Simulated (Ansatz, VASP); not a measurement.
## Cu10S (Cu(110)-(2x1)-S, longbridge site): VASP beside Ansatz

Aim: how closely do two programs agree when they are given the same cell, functional and k mesh? The structure shown is the start of the Ansatz relaxation below; VASP solves that cell, so the two are compared at the walk's first step.

Calculated with Ansatz 0.2.0; plane waves, with VASP 6.6.1 beside it; single point at PBE.

## Step 1: Set-up

The cell holds 11 atoms: 10 Cu and 1 S. Its edges and angles: a = 3.610 Å, b = 5.105 Å, c = 23.713 Å, α = 90.0°, β = 90.0°, γ = 90.0°. Vacuum lies along c.

## Step 2: Ansatz: relaxation, PBE

Ansatz runs on its default PAW (the set named soft_2) files.

The two programs are compared at the cell with which this relaxation starts, whose forces are those of its first step.

File input.yaml:

```yaml
crystal:
  lattice:
    - [3.61, 0.0, 0.0]
    - [0.0, 5.1053109602, 0.0]
    - [0.0, 0.0, 23.7126537985]
  atoms:
    - { symbol: Cu, position: [0.0, 0.0, 0.3584584025] }
    - { symbol: Cu, position: [0.0, 0.5, 0.3584584025] }
    - { symbol: Cu, position: [0.5, 0.25, 0.4122831558] }
    - { symbol: Cu, position: [0.5, 0.75, 0.4122831558] }
    - { symbol: Cu, position: [0.0, 0.0, 0.4661079091] }
    - { symbol: Cu, position: [0.0, 0.5, 0.4661079091] }
    - { symbol: Cu, position: [0.5, 0.25, 0.5199326623] }
    - { symbol: Cu, position: [0.5, 0.75, 0.5199326623] }
    - { symbol: Cu, position: [0.0, 0.0, 0.5737574156] }
    - { symbol: Cu, position: [0.0, 0.5, 0.5737574156] }
    - { symbol: S, position: [0.5, 0.0, 0.6415415975] }
kpoints:
  mp_grid: { grid: [8, 6, 1] }
hamiltonian:
  xc: pbe
scf:
  occupations: { method: fermi_dirac, width: 0.1 }
  convergence: { dr2_threshold: 1.0e-08 }
efield:
  axis: 3
  dipole_correction: true
  ramp_position: 0.97
  ramp_width: 0.06
relax:
  f_tol: 0.015
  max_steps: 90
  constraints: [{ sites: [0, 1, 2, 3] }]
output:
  write_potential: true
  write_density: true
  volumetric_format: npy
```

The run is started by

```console
ansatz run input.yaml --threads 4 --pin off --max-ram 6144MiB --backend cpu --events-out ev --progress --plain --runs-dir out
```

Numbers of over 12 decimals in the logs are rounded to 6 here.

Log:

```text
Engine: ansatz 0.2.0, aarch64-unknown-linux-gnu
Pseudopotentials: kind: paw
Pseudopotential: Cu, paw, valence charge 19, recommended cutoff 420 eV (normal), Cu.paw.azcp
Pseudopotential: S, paw, valence charge 6, recommended cutoff 420 eV (normal), S.paw.azcp
Functional definition: PBE
  parameter kappa = 0.804
  parameter beta = 0.066725
  exchange = pbe_x(kappa = kappa, mu = beta*pi^2/3)
  correlation = pbe_c(beta = beta)
Crystal: 11 atoms, lattice volume = 437.028 Å³
Basis set: ecut = 420 eV, 8559 PW (Γ), exchange–correlation on 50×72×320 points (8 copies of the dense FFT grid, shifted against one another)
Bands: 118, of which v1, the nominal top of the filled ones, is band 98 counted from 1 (97 counted from 0)
Symmetry: 4 space group operations
Space group: Pmm2 (ITA 25), of the structure as read, at distance tolerance 7.6e-5 Å
k-points: 20 of 48
Non-local potential: Cu, projectors of the file, l = 0: 3, l = 1: 2, l = 2: 3, l = 3: 1
Non-local potential: S, projectors of the file, l = 0: 2, l = 1: 2, l = 2: 2
PAW form: soft (Blöchl's): semilocal exchange-correlation on the pseudo side does not see the compensation charge
PAW one-centre angular grid: Cu, 590 points (default); XC on 64 Gauss nodes
PAW one-centre angular grid: S, 110 points (default); XC on 64 Gauss nodes
Initial density: superposition of atomic densities (neutral atoms: chi_scale 0, normalization atom), corrected by the library's trained network
Initial wavefunctions: pseudopotential atomic-orbital guess
Functional: x = pbe(κ = 0.804, μ = 0.219515), c = pbe(β = 0.066725)
SCF iter   1: F=—  HF=-67150.524034 eV  |F-HF|=—  |Δ(HF+E_count)|=         —  Δρ=2.69e-3  dr2=2.02e-1  ethr=1.77e-3  p=-0.163 e·Å  D=-6.73e-2 V/Å  ΔV_dip=1.60 eV  dr2_dipole=6.52e-2  V_vac-E_F(+/−)=5.76/4.16 eV  ⟨swp⟩=8.1  Hψ=10383  notcnv=0  defer=121
efield: sawtooth ramp at fractional position 0.9700 (set: `efield.ramp_position`, or a place that a band, a saddle search or an elastic batch's reference lends), width 0.0600; the density the first Hamiltonian is built on has a dipole p = -0.163 e·Å; the dipole correction subtracts the counter field D = -6.73e-2 V/Å, which shifts the + side's vacuum level by +1.60 eV against the − side's; the planar-averaged density in the ramp window peaks in size at 5.1e-6 e/Å³
preconditioner: auto → LDOS  [metal: Δε(μ)=0.069 eV  Ē_g=7.887 eV  σ=0.100 eV  W_gap=0.17  n_scr=110 (ndim 8)  ℏωp=19.1 eV  f_vac=0.629  D(μ)=5.46/eV (n_scr^D=24)  β→1.0]
SCF iter   2: F=—  HF=-67150.555783 eV  |F-HF|=—  |Δ(HF+E_count)|=   3.17e-2  Δρ=5.78e-3  dr2=9.98e-2  ethr=1.03e-4  p=-0.171 e·Å  D=-7.07e-2 V/Å  ΔV_dip=1.68 eV  dr2_dipole=5.36e-3  V_vac-E_F(+/−)=5.97/4.29 eV  ⟨swp⟩=2.1  Hψ=4018  notcnv=0  defer=184
SCF iter   3: F=—  HF=-67150.539158 eV  |F-HF|=—  |Δ(HF+E_count)|=   1.66e-2  Δρ=1.90e-3  dr2=2.21e-2  ethr=5.09e-5  p=-0.170 e·Å  D=-7.02e-2 V/Å  ΔV_dip=1.67 eV  dr2_dipole=5.03e-3  V_vac-E_F(+/−)=5.96/4.30 eV  ⟨swp⟩=2.0  Hψ=2901  notcnv=0  defer=184
SCF iter   4: F=—  HF=-67150.537603 eV  |F-HF|=—  |Δ(HF+E_count)|=   1.56e-3  Δρ=6.44e-4  dr2=1.85e-3  ethr=1.13e-5  p=-0.168 e·Å  D=-6.95e-2 V/Å  ΔV_dip=1.65 eV  dr2_dipole=3.36e-4  V_vac-E_F(+/−)=5.97/4.32 eV  ⟨swp⟩=2.0  Hψ=3386  notcnv=0  defer=184
SCF iter   5: F=—  HF=-67150.537609 eV  |F-HF|=—  |Δ(HF+E_count)|=   6.69e-6  Δρ=5.52e-4  dr2=9.13e-4  ethr=9.45e-7  p=-0.167 e·Å  D=-6.91e-2 V/Å  ΔV_dip=1.64 eV  dr2_dipole=7.52e-5  V_vac-E_F(+/−)=5.98/4.34 eV  ⟨swp⟩=2.0  Hψ=3940  notcnv=0  defer=184
SCF iter   6: F=—  HF=-67150.537492 eV  |F-HF|=—  |Δ(HF+E_count)|=   1.17e-4  Δρ=9.81e-5  dr2=5.19e-5  ethr=4.66e-7  p=-0.167 e·Å  D=-6.90e-2 V/Å  ΔV_dip=1.64 eV  dr2_dipole=1.01e-6  V_vac-E_F(+/−)=5.98/4.34 eV  ⟨swp⟩=2.0  Hψ=3263  notcnv=0  defer=184
SCF iter   7: F=—  HF=-67150.537501 eV  |F-HF|=—  |Δ(HF+E_count)|=   9.28e-6  Δρ=8.59e-5  dr2=2.72e-5  ethr=2.65e-8  p=-0.166 e·Å  D=-6.87e-2 V/Å  ΔV_dip=1.63 eV  dr2_dipole=4.42e-6  V_vac-E_F(+/−)=5.98/4.35 eV  ⟨swp⟩=3.5  Hψ=4524  notcnv=0  defer=184
SCF iter   8: F=—  HF=-67150.537505 eV  |F-HF|=—  |Δ(HF+E_count)|=   3.34e-6  Δρ=3.03e-5  dr2=4.61e-6  ethr=1.39e-8  p=-0.166 e·Å  D=-6.86e-2 V/Å  ΔV_dip=1.63 eV  dr2_dipole=1.51e-7  V_vac-E_F(+/−)=5.98/4.35 eV  ⟨swp⟩=2.0  Hψ=3198  notcnv=0  defer=184
SCF iter   9: F=—  HF=-67150.537299 eV  |F-HF|=—  |Δ(HF+E_count)|=   2.06e-4  Δρ=1.91e-5  dr2=1.24e-6  ethr=2.35e-9  p=-0.165 e·Å  D=-6.84e-2 V/Å  ΔV_dip=1.62 eV  dr2_dipole=1.02e-8  V_vac-E_F(+/−)=5.98/4.35 eV  ⟨swp⟩=2.0  Hψ=3305  notcnv=0  defer=178
SCF iter  10: F=—  HF=-67150.537300 eV  |F-HF|=—  |Δ(HF+E_count)|=   8.28e-7  Δρ=1.02e-5  dr2=4.02e-7  ethr=6.31e-10  p=-0.165 e·Å  D=-6.84e-2 V/Å  ΔV_dip=1.62 eV  dr2_dipole=3.10e-9  V_vac-E_F(+/−)=5.98/4.35 eV  ⟨swp⟩=2.0  Hψ=3202  notcnv=0  defer=178
[...]
SCF converged after 9 iterations
Free energy (F): -67151.119624 eV
Harris-Foulkes:  -67151.119624 eV  (|F-HF|=9.24e-8)
Internal energy: -67150.988453 eV  (E = F + TS)
E sigma→0 (E₀):  -67151.054038 eV
Entropy (-TS):   -0.131171 eV (-11.925 meV/atom)
Fermi energy:    1.643434 eV
Dipole field:    D = -0.036367 V/Å  (p = -0.087832 e·Å, saw-weighted, corrected)
Work function:   Φ+ = 5.1057 eV   Φ− = 4.2433 eV
Levels:          The Fermi level and band energies are counted from a zero that moves with the ramp; work functions are not
--- Per-component energies (eV) ---
  E_band       = -6471.919961
  E_kinetic    = 3103.233963
  E_local      = -430826.976808  (includes V_loc(G=0)·N_el)
  E_nonlocal   = 3947.532292
  E_hartree    = 211549.694841
  E_xc         = -985.664584
  E_vxc        = -1233.462559  (∫ρ·V_xc dr)
  E_paw        = -17247.110056  (= ΣΔE_a)
  E_vpaw       = -4556.707381  (= ΣTr[D̂ρ^β])
  E_aug_tail   = 0.002788  (compensation charges beyond the density's cutoff)
  E_efield     = 0.001597  (sawtooth field / dipole correction)
  E_vefield    = -4.930977  (∫n·V_field dr)
  E_ewald      = 163308.297516
  E_smearing   = -0.131171  (= −TS)
  E_closure    = 0.000000  (closes the sum)
  Σ components = -67151.119624   (vs F -67151.119624, Δ=0.00e0)
--- Forces (eV/Å), atoms counted from 1 ---
  atom   1  Cu     0.00000000     0.00000000     0.29099748
  atom   2  Cu     0.00000000     0.00000000     0.37299682
  atom   3  Cu     0.00000000     0.02110416    -0.33407576
  atom   4  Cu     0.00000000    -0.02110416    -0.33407576
  atom   5  Cu     0.00000000     0.00000000    -0.00157705
  atom   6  Cu     0.00000000     0.00000000     0.00285987
  atom   7  Cu     0.00000000     0.00276350     0.00330694
  atom   8  Cu     0.00000000    -0.00276350     0.00330694
  atom   9  Cu     0.00000000     0.00000000    -0.00260458
  atom  10  Cu     0.00000000     0.00000000    -0.00003919
  atom  11  S      0.00000000     0.00000000    -0.00112227
  max |Σ_I F_I| component: 2.66e-5 eV/Å
--- Band table (eV; the first three rows and the last of 20) ---
  k-point 0: bands = [... 94 lower, 0.4791, 1.3496, 1.3721, 1.6343, 1.9109, 2.3312, 2.8914, 3.3308, ... 16 higher]
  k-point 1: bands = [... 94 lower, 0.5146, 0.5951, 1.2053, 1.4488, 1.9701, 2.8364, 3.4832, 3.8249, ... 16 higher]
  k-point 2: bands = [... 94 lower, 0.2253, 0.4016, 0.8055, 1.6001, 2.0022, 3.0156, 3.9020, 5.3515, ... 16 higher]
  k-point 19: bands = [... 94 lower, 0.3972, 0.7028, 0.8907, 1.0615, 1.3743, 1.8713, 2.3982, 3.0181, ... 16 higher]
--- Relaxed structure (6 steps of the walk, 6 accepted, 0 SCFs on fresh bases) ---
  F+E_penalty+E_count = -67151.11962399 eV   max|allowed force component| = 3.307e-3 eV/Å
  atoms:
    - { symbol: Cu, position: [0.0, 0.0, 0.358458] }
    - { symbol: Cu, position: [0.0, 0.5, 0.358458] }
    - { symbol: Cu, position: [0.5, 0.25, 0.412283] }
    - { symbol: Cu, position: [0.5, 0.750000, 0.412283] }
    - { symbol: Cu, position: [0.0, 0.0, 0.464928] }
    - { symbol: Cu, position: [0.0, 0.5, 0.466980] }
    - { symbol: Cu, position: [0.5, 0.251051, 0.521120] }
    - { symbol: Cu, position: [0.5, 0.748949, 0.521120] }
    - { symbol: Cu, position: [0.0, 0.0, 0.572122] }
    - { symbol: Cu, position: [0.0, 0.5, 0.573185] }
    - { symbol: S, position: [0.5, 0.0, 0.620062] }
```

## Step 3: VASP: single point, PBE, start cell

The same cell, functional, mesh and smearing now go to VASP, with its own data sets.

Lines of VASP's logs that name or quote its potential files are left out, and so is its time.

File INCAR:

```
SYSTEM = Cu10S
PREC = Accurate
ENCUT = 520
EDIFF = 1E-06
NELM = 120
ISMEAR = -1
SIGMA = 0.1
LREAL = .FALSE.
ALGO = Normal
GGA = PE
NBANDS = 71
LASPH = .TRUE.
LORBIT = 11
LWAVE = .FALSE.
LCHARG = .FALSE.
ISIF = 2
LDIPOL = .TRUE.
IDIPOL = 3
DIPOL = 0.5 0.5 0.481
LVHAR = .TRUE.
GGA_COMPAT = .FALSE.
NELMDL = -8
KPAR = 2
```

File POSCAR:

```
Cu10S
1.0
    3.6100000000      0.0000000000      0.0000000000
    0.0000000000      5.1053109602      0.0000000000
    0.0000000000      0.0000000000     23.7126537985
Cu S
10 1
Direct
    0.0000000000      0.0000000000      0.3584584025
    0.0000000000      0.5000000000      0.3584584025
    0.5000000000      0.2500000470      0.4122831667
    0.5000000000      0.7499999530      0.4122831667
    0.0000000000      0.0000000000      0.4661078888
    0.0000000000      0.5000000000      0.4661078888
    0.5000000000      0.2500000470      0.5199326530
    0.5000000000      0.7499999530      0.5199326530
    0.0000000000      0.0000000000      0.5737574173
    0.0000000000      0.5000000000      0.5737574173
    0.5000000000      0.0000000000      0.6415416060
```

File KPOINTS:

```
Automatic mesh
0
Gamma
8 6 1
0 0 0
```

Potentials, in the order of the species: Cu and S (PBE family, release 64).

The run is started by

```console
mpirun -np 2 vasp_std
```

Log:

```text
[banner, memory and clock lines left out]
running    2 mpi-ranks, on    1 nodes
 distrk:  each k-point on    1 cores,    2 groups
 distr:  one band on    1 cores,    1 groups

 POSCAR found type information on POSCAR CuS
 POSCAR found :  2 types and      11 ions
 LDA part: xc-table for (Slater+PW92), standard interpolation
 POSCAR, INCAR and KPOINTS ok, starting setup
 FFT: planning ... GRIDC
 FFT: planning ... GRID_SOFT
 FFT: planning ... GRID
 WAVECAR not read
 entering main loop
       N       E                     dE             d eps       ncg     rms          rms(c)
DAV:   1     0.104105227552E+04    0.10411E+04   -0.48241E+04  2840   0.184E+03
DAV:   2     0.787026205512E+02   -0.96235E+03   -0.93019E+03  2840   0.409E+02
DAV:   3    -0.363064011579E+02   -0.11501E+03   -0.10778E+03  3375   0.193E+02
DAV:   4    -0.472098710973E+02   -0.10903E+02   -0.10279E+02  4315   0.570E+01
DAV:   5    -0.474773532591E+02   -0.26748E+00   -0.26652E+00  4218   0.104E+01
DAV:   6    -0.474822615998E+02   -0.49083E-02   -0.49075E-02  4363   0.119E+00
DAV:   7    -0.474824009093E+02   -0.13931E-03   -0.13930E-03  4314   0.209E-01
DAV:   8    -0.474824057732E+02   -0.48639E-05   -0.48639E-05  4416   0.374E-02    0.247E+01
DAV:   9    -0.482805268993E+02   -0.79812E+00   -0.10371E+02  3363   0.166E+02    0.179E+01
DAV:  10    -0.467294605648E+02    0.15511E+01   -0.13190E+02  3729   0.194E+02    0.166E+01
DAV:  11    -0.396717265292E+02    0.70577E+01   -0.27065E+01  4728   0.102E+02    0.736E+00
DAV:  12    -0.381063172326E+02    0.15654E+01   -0.50195E+00  4549   0.525E+01    0.326E+00
DAV:  13    -0.382557691033E+02   -0.14945E+00   -0.47117E+00  3636   0.357E+01    0.267E+00
DAV:  14    -0.382230232599E+02    0.32746E-01   -0.11064E+00  4136   0.251E+01    0.145E+00
[...]
DAV:  29    -0.382067205965E+02   -0.30119E-04   -0.32723E-06  2076   0.334E-02    0.527E-03
DAV:  30    -0.382067430312E+02   -0.22435E-04   -0.20847E-06  2092   0.262E-02    0.273E-03
DAV:  31    -0.382067517441E+02   -0.87129E-05   -0.21276E-06  2392   0.110E-02    0.278E-03
DAV:  32    -0.382067619560E+02   -0.10212E-04   -0.11137E-06  1930   0.156E-02    0.147E-03
DAV:  33    -0.382067652332E+02   -0.32772E-05   -0.54284E-07  1965   0.666E-03    0.105E-03
DAV:  34    -0.382067672573E+02   -0.20240E-05   -0.24294E-07  1904   0.830E-03    0.625E-04
DAV:  35    -0.382067683906E+02   -0.11333E-05   -0.20827E-07  1894   0.471E-03    0.470E-04
DAV:  36    -0.382067688655E+02   -0.47495E-06   -0.74627E-08  1906   0.332E-03
   1 F= -.38206769E+02 E0= -.38120675E+02  d E =-.172188E+00
```

(Continued in part 2 of 2.)

[Lines on the potential files, build, host, timing and source positions are cut from VASP's logs without a mark.]

[Logs are printed without paths, hosts, clocks, repeated set-up lines and the standing remarks that a program may print on its own settings, such as how far it seeks lower states.]

[Hosts, paths, dates, database ids (printed as entryN), source tags and the programs' standing remarks are cut or masked in the printed files.]
